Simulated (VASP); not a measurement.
Input:

```
CELL_PARAMETERS angstrom
     -1.54955     1.54955     1.54955
      1.54955    -1.54955     1.54955
      1.54955     1.54955    -1.54955
ATOMIC_POSITIONS crystal
  W  0.00000 0.00000 0.00000
```

Method: revTPSS meta-GGA, VASP's PBE PAW potentials (set 64) (plane waves; VASP 6.6.1). Numerical set-up: 520 eV cut-off, 16×16×16 Γ-centred mesh, first-order Methfessel-Paxton smearing of 0.10 eV, potentials W_sv.

Unless said otherwise, spin-orbit coupling is left out, though it shifts the bands of the heavy elements here.

Question: What does the run give for the energy per atom (σ→0), pressure, band gap (on the k-mesh) with the smallest direct gap where there is one?

Answer: 
```
Quantity                                                    Result
------------------------  ----------------------------------------
band gap (on the k-mesh)  none (metal, semimetal or under 0.01 eV)
energy per atom (σ→0)                               25.132 eV/atom
pressure                                                 22.51 GPa
```

The compound is W in the bcc structure. This cell is one point of a volume scan, at 0.94 of the reference volume.
